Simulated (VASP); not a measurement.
A run of VASP 6.6.1 is set up as follows.

INCAR

```
SYSTEM = SbP
PREC     = Accurate       ! precision mode
ENCUT    = 520            ! plane-wave cutoff, eV
EDIFF    = 1E-7           ! SCF threshold, eV
ISMEAR   = 0              ! smearing method
SIGMA    = 0.05           ! smearing width, eV
LREAL    = .FALSE.        ! projectors in reciprocal space
LASPH    = .TRUE.         ! aspherical terms in the spheres
NELM     = 100            ! most SCF steps
ALGO     = Normal         ! electronic algorithm
ISIF     = 2              ! what is computed and relaxed
LWAVE    = .FALSE.        ! write WAVECAR
LCHARG   = .TRUE.         ! write CHGCAR
GGA      = CA             ! functional
LELF     = .TRUE.         ! ELF
LVHAR    = .TRUE.       
NBANDS   = 12             ! bands
```

The input KPOINTS:

```
regular mesh
0
G
  6 6 6
  0 0 0
```

The input POSCAR:

```
SbP
1.0
    0.0000000000      3.0090989274      3.0090989274
    3.0090989274      0.0000000000      3.0090989274
    3.0090989274      3.0090989274      0.0000000000
Sb P
1 1
Direct
    0.0000000000      0.0000000000      0.0000000000
    0.2500000000      0.2500000000      0.2500000000
```

Potentials or basis: VASP PAW LDA potentials, release 64 (Sb, P).

Run with:

```bash
$ cat potpaw_LDA.64/Sb/POTCAR potpaw_LDA.64/P/POTCAR > POTCAR
$ mpirun -np 1 vasp_std > vasp.out
```

Question: Predict the band gap on the k mesh.

Answer: None (metal or under the smearing width).

Question: Predict the pressure.

Answer: 5.6 GPa.

Spin-orbit coupling is left out, which matters for the levels of Sb.
